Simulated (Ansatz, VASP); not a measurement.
# SiNi in two plane-wave programs, part 2 of 2

Wanted: the spread between two codes on one cell, functional and k mesh.

VASP 6.6.1 and Ansatz 0.2.0.

So far: Starting point; VASP: single point, PBE.

## Step 3: Ansatz: single point, PBE

Level of this step: Ansatz beside VASP: Kohn-Sham DFT, plane waves, PBE (Ansatz).

Ansatz runs on its default PAW (the set named soft_2) files.

The same cell, functional, mesh and smearing now go to Ansatz, which takes its cutoff from its data sets.

The input, input.yaml:

```yaml
crystal:
  lattice:
    - [5.1731, 0.0, 0.0]
    - [0.0, 3.3381, 0.0]
    - [0.0, 0.0, 5.6049]
  atoms:
    - { symbol: Ni, position: [0.99221, 0.75, 0.81248], spin: 1.0 }
    - { symbol: Ni, position: [0.50779, 0.25, 0.31248], spin: -1.0 }
    - { symbol: Ni, position: [0.49221, 0.75, 0.68752], spin: 1.0 }
    - { symbol: Ni, position: [0.00779, 0.25, 0.18752], spin: -1.0 }
    - { symbol: Si, position: [0.67872, 0.25, 0.9175] }
    - { symbol: Si, position: [0.82128, 0.75, 0.4175] }
    - { symbol: Si, position: [0.17872, 0.25, 0.5825] }
    - { symbol: Si, position: [0.32128, 0.75, 0.0825] }
hamiltonian:
  xc: pbe
  pseudopotentials: { kind: paw }
magnetization:
  spin_polarized: true
kpoints:
  mp_grid: { grid: [4, 5, 3] }
scf:
  occupations: { method: gaussian, width: 0.05 }
  n_extra_bands: 10
output:
  forces: true
  stress: true
  eigenvalues: true
```

Run with:

```bash
> ansatz run input.yaml --threads 4 --pin off --max-ram 9216MiB --backend cpu --events-out ev --progress --plain --runs-dir out
```

Numbers of over 12 decimals in the logs are rounded to 6 here.

The log of the run:

```text
scf.n_extra_bands = 10 over 44 filled bands (N_el = 88.0): the run solves 54 bands
Engine: ansatz 0.2.0, aarch64-unknown-linux-gnu
Pseudopotentials: kind: paw
Pseudopotential: Ni, paw, valence charge 18, recommended cutoff 420 eV (normal), Ni.paw.azcp
Pseudopotential: Si, paw, valence charge 4, recommended cutoff 420 eV (normal), Si.paw.azcp
Functional definition: PBE
  parameter kappa = 0.804
  parameter beta = 0.066725
  exchange = pbe_x(kappa = kappa, mu = beta*pi^2/3)
  correlation = pbe_c(beta = beta)
Crystal: 8 atoms, lattice volume = 96.787 Å³
Basis set: ecut = 420 eV, 1905 PW (Γ), exchange–correlation on 72×48×80 points (8 copies of the dense FFT grid, shifted against one another)
Bands: 54, of which v1, the nominal top of the filled ones, is band 44 counted from 1 (43 counted from 0)
Symmetry: 4 space group operations
Space group: Pmc21 (ITA 26), of the structure as read, at distance tolerance 4.6e-5 Å
Magnetic group: BNS 62.443 (UNI 541), of the structure as read, at distance tolerance 4.6e-5 Å
k-points: 18 of 60 (time reversal used)
Non-local potential: Ni, projectors of the file, l = 0: 3, l = 1: 2, l = 2: 3, l = 3: 1
Non-local potential: Si, projectors of the file, l = 0: 2, l = 1: 2, l = 2: 2
PAW form: soft (Blöchl's): semilocal exchange-correlation on the pseudo side does not see the compensation charge
PAW one-centre angular grid: Ni, 590 points (default); XC on 64 Gauss nodes
PAW one-centre angular grid: Si, 110 points (default); XC on 64 Gauss nodes
Initial density: superposition of atomic densities (chi_scale 0.1, normalization cell)
Starting moments: Σ|m| = 4 μB on 4 of 8 sites
Starting magnetic order: antiferromagnet; an inversion exchanges its spin sublattices: spin-degenerate at every k-point
Initial wavefunctions: pseudopotential atomic-orbital guess
Functional: x = pbe(κ = 0.804, μ = 0.219515), c = pbe(β = 0.066725)
iter 1 solved again at ethr=2.75e-3 eV; its pass at ethr=3.10e-3 eV (dr2=2.42e0 eV) is discarded
SCF iter   1: F=—  HF=-25901.131741 eV  |F-HF|=—  |Δ(HF+E_count)|=         —  Δρ=8.57e-2 (↑8.57e-2 ↓8.57e-2)  dr2=2.45e0  dr2_m=5.51e0  M=-0.000 μB ∫|m|=0.719 μB  β_m=0.30  ethr=2.75e-3  ⟨swp⟩=1.1  Hψ=9657  notcnv=0
Mixer restart at iter 1: flushing history
preconditioner: auto → Kerker (q_TF=auto, 2.685 Å⁻¹)  [metal: Δε(μ)=0.048 eV  Ē_g=7.029 eV  σ=0.050 eV  W_gap=0.46  n_scr=38 (ndim 8)  ℏωp=28.2 eV  f_vac=0.000  D(μ)=3.33/eV (n_scr^D=22)]
spin=Collinear: Kerker preconditioning applied to the charge; magnetization (m = ρ↑ − ρ↓) channel mixes plain (no charge-response kernel on spin).
SCF iter   2: F=—  HF=-25900.669200 eV  |F-HF|=—  |Δ(HF+E_count)|=   4.63e-1  Δρ=6.54e-2 (↑6.54e-2 ↓6.54e-2)  dr2=1.69e0  dr2_m=3.36e0  M=0.000 μB ∫|m|=0.473 μB  β_m=0.53  ethr=2.75e-3  ⟨swp⟩=2.1  Hψ=2964  notcnv=0
SCF iter   3: F=—  HF=-25904.412745 eV  |F-HF|=—  |Δ(HF+E_count)|=    3.74e0  Δρ=3.74e-2 (↑3.74e-2 ↓3.74e-2)  dr2=9.72e-1  dr2_m=1.09e0  M=0.000 μB ∫|m|=0.270 μB  β_m=0.77  ethr=1.92e-3  ⟨swp⟩=2.2  Hψ=3220  notcnv=0  defer=132
SCF iter   4: F=—  HF=-25906.419622 eV  |F-HF|=—  |Δ(HF+E_count)|=    2.01e0  Δρ=2.01e-2 (↑2.01e-2 ↓2.01e-2)  dr2=1.40e0  dr2_m=2.56e-4  M=-0.000 μB ∫|m|=0.023 μB  β_m=0.74  ethr=1.10e-3  ⟨swp⟩=2.7  Hψ=3272  notcnv=0  defer=132
SCF iter   5: F=—  HF=-25906.165086 eV  |F-HF|=—  |Δ(HF+E_count)|=   2.55e-1  Δρ=5.84e-3 (↑5.82e-3 ↓5.84e-3)  dr2=5.86e-2  dr2_m=1.84e-3  M=-0.000 μB ∫|m|=0.017 μB  β_m=0.87  ethr=1.10e-3  ⟨swp⟩=2.5  Hψ=3174  notcnv=0  defer=118
SCF iter   6: F=—  HF=-25906.167932 eV  |F-HF|=—  |Δ(HF+E_count)|=   2.85e-3  Δρ=2.89e-3 (↑2.74e-3 ↓2.89e-3)  dr2=1.57e-2  dr2_m=1.41e-3  M=-0.000 μB ∫|m|=0.010 μB  β_m=0.88  ethr=6.66e-5  ⟨swp⟩=2.5  Hψ=3041  notcnv=0  defer=118
SCF iter   7: F=—  HF=-25906.172008 eV  |F-HF|=—  |Δ(HF+E_count)|=   4.08e-3  Δρ=9.39e-4 (↑9.39e-4 ↓3.79e-4)  dr2=9.17e-4  dr2_m=1.45e-4  M=0.000 μB ∫|m|=0.003 μB  β_m=0.94  ethr=1.79e-5  ⟨swp⟩=2.0  Hψ=2919  notcnv=0  defer=118
SCF iter   8: F=—  HF=-25906.172323 eV  |F-HF|=—  |Δ(HF+E_count)|=   3.15e-4  Δρ=1.11e-3 (↑8.56e-4 ↓1.11e-3)  dr2=2.47e-3  dr2_m=1.86e-5  M=-0.000 μB ∫|m|=0.001 μB  β_m=0.94  ethr=1.04e-6  ⟨swp⟩=2.0  Hψ=3515  notcnv=0  defer=118
SCF iter   9: F=—  HF=-25906.171954 eV  |F-HF|=—  |Δ(HF+E_count)|=   3.69e-4  Δρ=8.20e-5 (↑8.20e-5 ↓5.35e-5)  dr2=1.46e-5  dr2_m=3.97e-7  M=-0.000 μB ∫|m|=0.000 μB  β_m=0.97  ethr=1.04e-6  ⟨swp⟩=2.0  Hψ=2754  notcnv=0  defer=118
SCF iter  10: F=—  HF=-25906.171957 eV  |F-HF|=—  |Δ(HF+E_count)|=   2.81e-6  Δρ=4.00e-5 (↑4.00e-5 ↓3.77e-5)  dr2=5.13e-6  dr2_m=3.31e-9  M=0.000 μB ∫|m|=0.000 μB  β_m=0.99  ethr=1.66e-8  ⟨swp⟩=2.8  Hψ=3455  notcnv=0  defer=118
SCF iter  11: F=—  HF=-25906.171956 eV  |F-HF|=—  |Δ(HF+E_count)|=   5.81e-7  Δρ=8.21e-6 (↑8.21e-6 ↓7.40e-6)  dr2=2.13e-7  dr2_m=2.55e-10  M=0.000 μB ∫|m|=0.000 μB  β_m=0.89  ethr=5.82e-9  ⟨swp⟩=2.3  Hψ=2909  notcnv=0  defer=118
SCF iter  12: F=—  HF=-25906.171956 eV  |F-HF|=—  |Δ(HF+E_count)|=   3.23e-9  Δρ=8.34e-6 (↑7.99e-6 ↓8.34e-6)  dr2=1.93e-7  dr2_m=3.08e-11  M=0.000 μB ∫|m|=0.000 μB  β_m=0.95  ethr=2.42e-10  ⟨swp⟩=2.0  Hψ=2716  notcnv=0  defer=118
SCF iter  13: F=—  HF=-25906.171956 eV  |F-HF|=—  |Δ(HF+E_count)|=   1.62e-8  Δρ=5.79e-6 (↑5.68e-6 ↓5.79e-6)  dr2=9.53e-8  dr2_m=4.02e-12  M=0.000 μB ∫|m|=0.000 μB  β_m=0.74  ethr=2.20e-10  ⟨swp⟩=1.0  Hψ=1944  notcnv=0  defer=118
SCF iter  14: F=-25906.171956 eV  HF=-25906.171956 eV  |F-HF|=1.31e-8  |Δ(HF+E_count)|=   1.02e-8  Δρ=1.99e-6 (↑1.95e-6 ↓1.99e-6)  dr2=1.28e-8  dr2_m=6.07e-13  M=-0.000 μB ∫|m|=0.000 μB  ethr=1.08e-10  ⟨swp⟩=8.5  Hψ=7884  notcnv=0
SCF 1 converged in 14 iterations: F = -25906.171956 eV  dr2 = 1.28e-8
  greatest PAW one-centre occupation: 1.000 electrons in one spin orbital (limit 2), on the Ni atom at site 3 (counted from 0), in its partial waves of l = 1
WARN: the starting moments were not kept: the SCF closed with an absolute magnetisation of 8.3e-7 μB, where they sum to 4 μB in size (4 sites). That is at most 0.1 of that sum. Measured as dr2_m measures the in/out step, that magnetisation stands 2.2e-13 eV from none, at or under the dr2_threshold of 1.0e-7 eV: it is no larger than a step whose dr2_m would equal this threshold. The system may hold no moment; this SCF [...]
SCF converged after 14 iterations
Magnetization: -0.0000 μB (44.0000 up, 44.0000 down)
Absolute magnetization: 0.0000 μB (∫|ρ↑−ρ↓|, with the PAW one-centre terms)
Spin contamination: 0.0000 ħ² per cell (⟨S²⟩ above its minimum at these occupations)
Per-site moments (μB) at R_I (Å): [(9.408308933668194e-8, 0.939591), (-1.042735898351428e-7, 0.939591), (9.4083089315274e-8, 0.939591), (-1.0427358987156042e-7, 0.939591), (3.4850115091376754e-9, 0.939591), (-5.97308937828228e-10, 0.939591), (3.4850113613688776e-9, 0.939591), (-5.973089941025451e-10, 0.939591)]
Free energy (F): -25906.171956 eV
Harris-Foulkes:  -25906.171956 eV  (|F-HF|=1.31e-8)
Internal energy: -25906.168139 eV  (E = F + TS)
E sigma→0 (E₀):  -25906.170048 eV
Entropy (-TS):   -0.003817 eV (-0.477 meV/atom)
Fermi energy:    14.740341 eV
--- Per-component energies (eV) ---
  E_band       = -1301.623548
  E_kinetic    = 1310.839895
  E_local      = -17843.208329  (includes V_loc(G=0)·N_el)
  E_nonlocal   = 2636.810694
  E_hartree    = 7670.789054
  E_xc         = -569.526443
  E_vxc        = -637.422530  (∫ρ·V_xc dr)
  E_paw        = -8568.759722  (= ΣΔE_a)
  E_vpaw       = -2110.213233  (= ΣTr[D̂ρ^β])
  E_aug_tail   = 0.002252  (compensation charges beyond the density's cutoff)
  E_ewald      = -10543.115540
  E_smearing   = -0.003817  (= −TS)
  E_closure    = -0.000000  (closes the sum)
  Σ components = -25906.171956   (vs F -25906.171956, Δ=0.00e0)
--- Forces (eV/Å), atoms counted from 1 ---
  atom   1  Ni    -0.02102713     0.00000000    -0.05880147
  atom   2  Ni     0.02102202    -0.00000000    -0.05880514
  atom   3  Ni    -0.02102713     0.00000000     0.05880147
  atom   4  Ni     0.02102202     0.00000000     0.05880514
  atom   5  Si    -0.01569909    -0.00000000    -0.00750167
  atom   6  Si     0.01569650     0.00000000    -0.00748980
  atom   7  Si    -0.01569909    -0.00000000     0.00750167
  atom   8  Si     0.01569650     0.00000000     0.00748980
  max |Σ_I F_I| component: 1.54e-5 eV/Å
--- Stress (GPa, compression-positive) ---
        2.438207       0.000000      -0.000000
        0.000000       1.089664      -0.000000
       -0.000000      -0.000000       2.027244
  P = ⅓ Tr σ = 1.8517 GPa (18.517 kbar)
--- Band table (eV; the first three rows and the last of 36) ---
  k-point 0 ↑: bands = [... 40 lower, 12.8733, 13.5742, 13.7263, 13.7651, 15.2887, 15.9717, 18.1131, 18.7630, ... 6 higher]
  k-point 1 ↑: bands = [... 40 lower, 13.1682, 13.2822, 13.9042, 14.8817, 15.4157, 16.7305, 17.1366, 18.0563, ... 6 higher]
  k-point 2 ↑: bands = [... 40 lower, 13.0210, 13.5381, 13.6470, 13.9385, 15.2343, 15.7050, 16.2735, 16.5493, ... 6 higher]
  k-point 17 ↓: bands = [... 40 lower, 12.9086, 12.9086, 13.2810, 13.2810, 15.7492, 15.7492, 17.1985, 17.1985, ... 6 higher]
```

Wall time 26 s (4 threads of Arm Neoverse V1, shared host); peak memory 0.55 GiB.

In the SCF lines HF is the Harris–Foulkes energy and dr2 the Hartree energy of the density residual, in eV; the loop may stop once dr2 is under the threshold and the program's other checks hold. Hψ counts applications of the Hamiltonian.

The run ends at a pressure of 1.85 GPa, with forces up to 0.062 eV/Å.

## Step 4: Side by side

Known differences besides the PAW data sets themselves: the data sets hold 88 valence electrons in Ansatz (default PAW (the set named soft_2) files) and 56 in VASP; the cutoff is 420 eV in Ansatz and 350 eV in VASP (PREC = Normal). Total energies have different zeros and are not compared.

Both answers:

| quantity | Ansatz | VASP | difference |
| --- | --- | --- | --- |
| pressure (GPa) | 1.85 | 1.61 | +0.24 |

Forces (eV/Å; atoms numbered as in POSCAR):

| atom | Ansatz x, y, z | VASP x, y, z |
| --- | --- | --- |
| Ni1 | -0.021, 0.000, -0.059 | -0.031, 0.000, -0.055 |
| Ni2 | 0.021, 0.000, -0.059 | 0.031, 0.000, -0.055 |
| Ni3 | -0.021, 0.000, 0.059 | -0.031, 0.000, 0.055 |
| Ni4 | 0.021, 0.000, 0.059 | 0.031, 0.000, 0.055 |
| Si5 | -0.016, 0.000, -0.008 | -0.013, 0.000, -0.010 |
| Si6 | 0.016, 0.000, -0.007 | 0.013, 0.000, -0.010 |
| Si7 | -0.016, 0.000, 0.008 | -0.013, 0.000, 0.010 |
| Si8 | 0.016, 0.000, 0.007 | 0.013, 0.000, 0.010 |

The forces differ by 4.7 meV/Å r.m.s., which is 17.7 % of the r.m.s. force of 0.03 eV/Å (both taken over all components).

## Step 5: Ansatz: single point, PBE, DFT+U

A single point gives forces, pressure and levels at one fixed geometry, so differences don't come from the geometry; what else differs is listed under the comparison.

input.yaml: that of step 3 with these lines changed.

```diff
@@ -17,2 +17,3 @@
   pseudopotentials: { kind: paw }
+  hubbard: { sites: [{ species: Ni, l: d, u_eff: 5.0 }] }
 magnetization:
@@ -28 +29,5 @@
   eigenvalues: true
+  write_density: true
+  write_potential: true
+  elf: true
+  volumetric_format: npy
```

The log of the run:

```text
Ni: projections on atomic orbitals take those of the free atom [Ne] 3s2 3p6 3d8 4s2, of charge +0.00 (hamiltonian.pseudopotentials.projection_atoms); the dataset's partial waves leave at most 1.6e-6 of an orbital's norm unspanned inside its sphere
[...]
k-point 1 ↑: bands = [... 40 lower, 12.4305, 12.6444, 13.1297, 14.6819, 15.2006, 16.5724, 16.9367, 17.9373, ... 6 higher]
  k-point 2 ↑: bands = [... 40 lower, 12.3160, 12.8924, 13.0420, 13.5403, 14.9401, 15.4050, 15.9789, 16.4409, ... 6 higher]
  k-point 17 ↓: bands = [... 40 lower, 11.9233, 11.9233, 12.6014, 12.6014, 15.5078, 15.5078, 17.0630, 17.0630, ... 6 higher]
Occupation matrices written to <dir>
[key lines of the parts left out:]
SCF converged after 18 iterations
Magnetization: 0.0000 μB (44.0000 up, 44.0000 down)
Free energy (F): -25896.928913 eV
Fermi energy:    14.366606 eV
P = ⅓ Tr σ = 0.8795 GPa (8.795 kbar)
```

The job ended after 34 s (4 threads; peak memory 0.59 GiB; 2.2 min of CPU time).

The run ends at a pressure of 0.88 GPa, with forces up to 0.074 eV/Å.

## Step 6: VASP: single point, PBE, DFT+U

The same cell, functional, mesh and smearing now go to VASP, with its own data sets and cutoff.

The input, INCAR:

```
SYSTEM = SiNi
PREC = Normal
ENCUT = 350
EDIFF = 1E-06
NELM = 150
ISMEAR = 0
SIGMA = 0.05
LREAL = .FALSE.
ALGO = Normal
GGA = PE
NBANDS = 42
ISPIN = 2
MAGMOM = 1 -1 1 -1 0 0 0 0
LDAU = .TRUE.
LDAUTYPE = 2
LDAUL = 2 -1
LDAUU = 5 0
LDAUJ = 0 0
LDAUPRINT = 1
LASPH = .TRUE.
LMAXMIX = 4
LORBIT = 11
LWAVE = .FALSE.
LCHARG = .FALSE.
KPAR = 2
AMIX = 0.2
BMIX = 1E-04
AMIX_MAG = 0.8
BMIX_MAG = 1E-04
NEDOS = 1200
```

The input, POSCAR:

```
SiNi
1.0
    5.1731000000      0.0000000000      0.0000000000
    0.0000000000      3.3381000000      0.0000000000
    0.0000000000      0.0000000000      5.6049000000
Ni Si
4 4
Direct
    0.9922100000      0.7500000000      0.8124800000
    0.5077900000      0.2500000000      0.3124800000
    0.4922100000      0.7500000000      0.6875200000
    0.0077900000      0.2500000000      0.1875200000
    0.6787200000      0.2500000000      0.9175000000
    0.8212800000      0.7500000000      0.4175000000
    0.1787200000      0.2500000000      0.5825000000
    0.3212800000      0.7500000000      0.0825000000
```

The input, KPOINTS:

```
Automatic mesh
0
Gamma
4 5 3
0 0 0
```

The projector-augmented-wave data sets are Ni and Si (PBE family, release 64).

Run with:

```bash
> mpirun -np 2 vasp_std
```

The log of the run:

```text
[... set-up lines as in an earlier step ...]
 entering main loop
       N       E                     dE             d eps       ncg     rms          rms(c)
DAV:   1     0.320267595695E+03    0.32027E+03   -0.18532E+04  3024   0.117E+03
DAV:   2    -0.978378655178E+01   -0.33005E+03   -0.31123E+03  3032   0.282E+02
DAV:   3    -0.372242332944E+02   -0.27440E+02   -0.26650E+02  3480   0.101E+02
DAV:   4    -0.378758731463E+02   -0.65164E+00   -0.64956E+00  3608   0.149E+01
[...]
DAV:  16    -0.356615424516E+02   -0.45059E-05   -0.41987E-05  3836   0.125E-01    0.179E-02
DAV:  17    -0.356615387714E+02    0.36803E-05   -0.15478E-05  3506   0.393E-02    0.666E-03
DAV:  18    -0.356615387052E+02    0.66217E-07   -0.21213E-06  1968   0.194E-02
   1 F= -.35661539E+02 E0= -.35659343E+02  d E =-.439042E-02  mag=    -0.0000
```

From OUTCAR (step 6):

```text
  Total       -3.2622402     -4.4274593     -3.8298425      0.0000000      0.0000000      0.0000000
  in kB      -54.0018251    -73.2903974    -63.3976866      0.0000000      0.0000000      0.0000000
  external PRESSURE =     -63.5633031 kB  Pullay stress =       0.0000000 kB

 POSITION                                       TOTAL-FORCE (eV/Angst)
 -----------------------------------------------------------------------------------
      5.13280      2.50357      4.55387        -0.002784      0.000000     -0.102696
      2.62685      0.83452      1.75142         0.002784      0.000000     -0.102696
      2.54625      2.50357      3.85348        -0.002784      0.000000      0.102696
      0.04030      0.83452      1.05103         0.002784     -0.000000      0.102696
      3.51109      0.83452      5.14250         0.164042     -0.000000     -0.039363
      4.24856      2.50357      2.34005        -0.164042      0.000000     -0.039363
      0.92454      0.83452      3.26485         0.164042      0.000000      0.039363
      1.66201      2.50357      0.46240        -0.164042      0.000000      0.039363
 -----------------------------------------------------------------------------------
    total drift:                                0.000000      0.000000     -0.000000

  FREE ENERGIE OF THE ION-ELECTRON SYSTEM (eV)
  ---------------------------------------------------
  free  energy   TOTEN  =       -35.6615387052 eV

  energy  without entropy=      -35.6571482885  energy(sigma->0) =      -35.65934350

 magnetization (x)
# of ion       s       p       d       tot
------------------------------------------
    1       -0.000   0.000  -0.000  -0.000
    2        0.000  -0.000   0.000   0.000
    3       -0.000   0.000  -0.000  -0.000
    4        0.000  -0.000   0.000   0.000
    5        0.000   0.000   0.000   0.000
    6       -0.000  -0.000   0.000  -0.000
    7        0.000   0.000   0.000   0.000
    8       -0.000  -0.000   0.000  -0.000
--------------------------------------------------
tot          0.000   0.000   0.000   0.000

[... 2 parts as in an earlier step ...]

[... 1 further part left out ...]
[key lines of the parts left out:]
E-fermi :  10.0067
```

A U on the itinerant d states of such a compound is hard to justify; it moves the bands at the Fermi level.

## Step 7: Side by side

What differs besides the data sets and the points named for the pairs above, as far as they apply: U acts on the PAW sphere in VASP and on atomic orbitals in Ansatz, so only states and trends compare. Total energies have different zeros and are not compared.

Compared:

| quantity | Ansatz | VASP | difference |
| --- | --- | --- | --- |
| pressure (GPa) | 0.88 | -6.36 | +7.24 |

Forces (eV/Å; atoms numbered as in POSCAR):

| atom | Ansatz x, y, z | VASP x, y, z |
| --- | --- | --- |
| Ni1 | -0.034, 0.000, -0.066 | -0.003, 0.000, -0.103 |
| Ni2 | 0.034, 0.000, -0.066 | 0.003, 0.000, -0.103 |
| Ni3 | -0.034, 0.000, 0.066 | -0.003, 0.000, 0.103 |
| Ni4 | 0.034, 0.000, 0.066 | 0.003, 0.000, 0.103 |
| Si5 | 0.026, 0.000, -0.012 | 0.164, 0.000, -0.039 |
| Si6 | -0.026, 0.000, -0.012 | -0.164, 0.000, -0.039 |
| Si7 | 0.026, 0.000, 0.012 | 0.164, 0.000, 0.039 |
| Si8 | -0.026, 0.000, 0.012 | -0.164, 0.000, 0.039 |

The forces differ by 61 meV/Å r.m.s., which is 75.3 % of the r.m.s. force of 0.08 eV/Å (both taken over all components). Ansatz's pressure holds a Pulay correction of 0.05 GPa; VASP's holds none.

## Step 8: Summary of results

```yaml
difference_in_pressure_single_point_pbe: 0.24 GPa
r_m_s_force_difference_single_point_pbe_dft_u: 61 meV/Å
```

The r.m.s. force difference is 61 meV/Å (single point, PBE, DFT+U), beyond the 12 meV/Å picked in this series as the mark of a large difference. How closely two codes agree says nothing of how well the functional describes the real material.

[Lines on the potential files, build, host, timing and source positions are cut from VASP's logs without a mark.]

[Logs are printed without paths, hosts, clocks, repeated set-up lines and the standing remarks that a program may print on its own settings, such as how far it seeks lower states.]

[Hosts, paths, dates, database ids (printed as entryN), source tags and the programs' standing remarks are cut or masked in the printed files.]
